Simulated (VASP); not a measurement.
A convergence study with VASP on WS2 (atoms displaced from the space group 194 structure): a few settings are varied, all else stays as given below, so the limit is that of these other settings. The cell's lengths are 1 % over those of the tabulated start and one atom is moved, so it is off equilibrium.

```xyz
6
Lattice="1.5908 -2.7553 0.0000 1.5908 2.7553 0.0000 0.0000 0.0000 12.4432" Properties=species:S:1:pos:R:3 pbc="T T T"
W      1.5908     0.9184     3.1108
W      1.5908    -0.9184     9.3324
S      1.5908     0.9184    10.9251
S      1.5908    -0.9184     4.7035
S      1.5908    -0.9184     1.5181
S      1.6514     0.9184     7.7397
```

These are LDA (Ceperley-Alder, Perdew-Zunger), VASP's LDA PAW potentials (set 64) (plane waves; VASP 6.6.1) values and carry that method's errors. The last row used: 900 eV cut-off, 7×7×2 Γ-centred mesh, Gaussian smearing of 0.050 eV, potentials W_sv S_h.

Unless said otherwise, spin-orbit coupling is left out, though it shifts the bands of the heavy elements here. Energies of different potentials or hybrids have different zeros.

| setting | E (eV/atom) | pressure (GPa) | largest force (eV/Å) | plane waves |
|---|---|---|---|---|
| ENCUT = 300, POTCAR W_sv S | … | … | … | 1320 |
| ENCUT = 400, POTCAR W_sv S | -8.7267 | -8.29 | 1.023 | 2004 |
| ENCUT = 520, POTCAR W_sv S | -8.7269 | -8.30 | 1.024 | 2972 |
| ENCUT = 700, POTCAR W_sv S | -8.7273 | -8.24 | 1.025 | 4606 |
| ENCUT = 900, POTCAR W_sv S | -8.7273 | -8.25 | 1.026 | 6739 |
| ENCUT = 300, POTCAR W S | -8.7449 | -9.46 | 1.077 | 1320 |
| ENCUT = 400, POTCAR W S | -8.7496 | -8.98 | 1.082 | 2004 |
| ENCUT = 520, POTCAR W S | … | … | … | 2972 |
| ENCUT = 700, POTCAR W S | -8.7505 | -8.94 | 1.084 | 4606 |
| ENCUT = 900, POTCAR W S | -8.7505 | -8.94 | 1.084 | 6739 |
| ENCUT = 300, POTCAR W_sv S_h | -8.7054 | -8.75 | 0.956 | 1320 |
| ENCUT = 400, POTCAR W_sv S_h | -8.7158 | -8.40 | 0.991 | 2004 |
| ENCUT = 520, POTCAR W_sv S_h | -8.7200 | -8.17 | 1.004 | 2972 |
| ENCUT = 700, POTCAR W_sv S_h | -8.7209 | -8.04 | 1.005 | 4606 |
| ENCUT = 900, POTCAR W_sv S_h | -8.7209 | -8.06 | 1.005 | 6739 |

Question: What belongs in the gaps?

Answer: 
- ENCUT = 520, POTCAR W S, E (eV/atom): -8.7501
- ENCUT = 520, POTCAR W S, pressure (GPa): -8.99
- ENCUT = 520, POTCAR W S, largest force (eV/Å): 1.083
- ENCUT = 300, POTCAR W_sv S, E (eV/atom): -8.7239
- ENCUT = 300, POTCAR W_sv S, pressure (GPa): -8.79
- ENCUT = 300, POTCAR W_sv S, largest force (eV/Å): 1.015

Left out are rungs that failed or repeat a setting and relaxations that didn't move; long series are thinned to 24 rows.

The compound is WS2 in the 2H layered structure. The cell was not relaxed at this level, it is distorted from the ideal structure.
